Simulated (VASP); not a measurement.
Set up this calculation in VASP 6.6.1, as the native input.

```
Task                   : band structure
Functional             : PBEsol
Potentials or basis    : VASP PAW PBE potentials, release 64 (Pd)
Cutoff                 : 520 eV
k mesh                 : 18 × 18 × 18
Occupations            : gaussian, width 0.1 eV
Spin                   : non-collinear spin, zero start, spin-orbit coupling
Starting moments       : [[0.0, 0.0, 0.0]] μB
Further INCAR settings : ALGO = Normal; EDIFF = 1e-07
```

The structure of Pd lies in POSCAR:

```
Pd
1.0
    0.0000000000      1.9374880000      1.9374880000
    1.9374880000      0.0000000000      1.9374880000
    1.9374880000      1.9374880000      0.0000000000
Pd
1
Direct
    0.0000000000      0.0000000000      0.0000000000
```

One way to write it, as run:

INCAR

```
PREC     = Accurate       # precision mode
ENCUT    = 520            # plane-wave cutoff, eV
EDIFF    = 1E-7           # SCF threshold, eV
ISMEAR   = 0              # smearing method
SIGMA    = 0.1            # smearing width, eV
LREAL    = False          # projectors in reciprocal space
LASPH    = True           # aspherical terms in the spheres
NELM     = 100            # most SCF steps
ALGO     = Normal         # electronic algorithm
ISIF     = 2              # what is computed and relaxed
LWAVE    = False          # write WAVECAR
LCHARG   = False          # write CHGCAR
MAGMOM   = 0 0 0          # initial moments
LORBIT   = 11             # projections on sites
LSORBIT  = True           # spin-orbit coupling
GGA_COMPAT= False        
LMAXMIX  = 4              # l up to which the mixer works
GGA      = PS             # functional
```

KPOINTS

```
regular mesh
0
Gamma
  18 18 18
```

KPOINTS_OPT

```
path GXWKGLUWLK,UX
10
line-mode
reciprocal
 0.0000000000  0.0000000000  0.0000000000  G
 0.5000000000  0.0000000000  0.5000000000  X

 0.5000000000  0.0000000000  0.5000000000  X
 0.5000000000  0.2500000000  0.7500000000  W

 0.5000000000  0.2500000000  0.7500000000  W
 0.3750000000  0.3750000000  0.7500000000  K

 0.3750000000  0.3750000000  0.7500000000  K
 0.0000000000  0.0000000000  0.0000000000  G

 0.0000000000  0.0000000000  0.0000000000  G
 0.5000000000  0.5000000000  0.5000000000  L

 0.5000000000  0.5000000000  0.5000000000  L
 0.6250000000  0.2500000000  0.6250000000  U

 0.6250000000  0.2500000000  0.6250000000  U
 0.5000000000  0.2500000000  0.7500000000  W

 0.5000000000  0.2500000000  0.7500000000  W
 0.5000000000  0.5000000000  0.5000000000  L

 0.5000000000  0.5000000000  0.5000000000  L
 0.3750000000  0.3750000000  0.7500000000  K

 0.6250000000  0.2500000000  0.6250000000  U
 0.5000000000  0.0000000000  0.5000000000  X
```

Potentials or basis: VASP PAW PBE potentials, release 64 (Pd).

Command:

```console
$ cat potpaw_PBE.64/Pd/POTCAR > POTCAR
$ mpirun -np 1 vasp_ncl > vasp.out
```

Results of the run:

```json
{
  "Pressure": "-0.2 GPa",
  "Net moment": "0.00 μB per cell",
  "Valence electrons inside the program's atomic spheres": "Pd 9.46"
}
```

Caveat: the PAW data sets were made with another functional, which shifts forces and pressure a little.

Wall time 2.2 min on 1 thread of Intel(R) Xeon(R) Platinum 8259CL CPU @ 2.50GHz (Skylake/Cascade Lake), with other jobs on the host, peak memory 0.26 GiB.
